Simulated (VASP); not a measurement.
Given:

```
CELL_PARAMETERS angstrom
      0.00000     3.51686     3.51686
      3.51686     0.00000     3.51686
      3.51686     3.51686     0.00000
ATOMIC_POSITIONS crystal
  K  0.00000 0.00000 0.00000
  I  0.50000 0.50000 0.50000
```

Calculation: rev-vdW-DF2, VASP's PBE PAW potentials (set 64) (plane waves; VASP). Run with 520 eV cut-off, Gaussian smearing of 0.050 eV, potentials K_sv I.

Unless said otherwise, spin-orbit coupling is left out, though it shifts the bands of the heavy elements here.

Problem. Give the energies of bands 6 to 11 at the high-symmetry points, in eV from the valence-band maximum.

Solution. 
```csv
band,Γ,X,U,L,W
6,0.00,-1.04,-0.90,-1.38,-0.76
7,0.00,-0.38,-0.79,-0.35,-0.76
8,0.00,-0.38,-0.40,-0.35,-0.63
9,3.83,4.79,5.48,5.40,6.36
10,6.38,5.68,6.57,7.63,6.36
11,6.38,8.07,7.54,8.09,6.58
```

The gap is direct, 3.83 eV, from the valence maximum at Γ to the conduction minimum at Γ.

Measured: gap 6.10 eV (computed value off by -2.27 eV), as given by Aguado et al., (1998), arXiv:cond-mat/9809176.

The compound is KI in the rock salt structure. It was relaxed first.
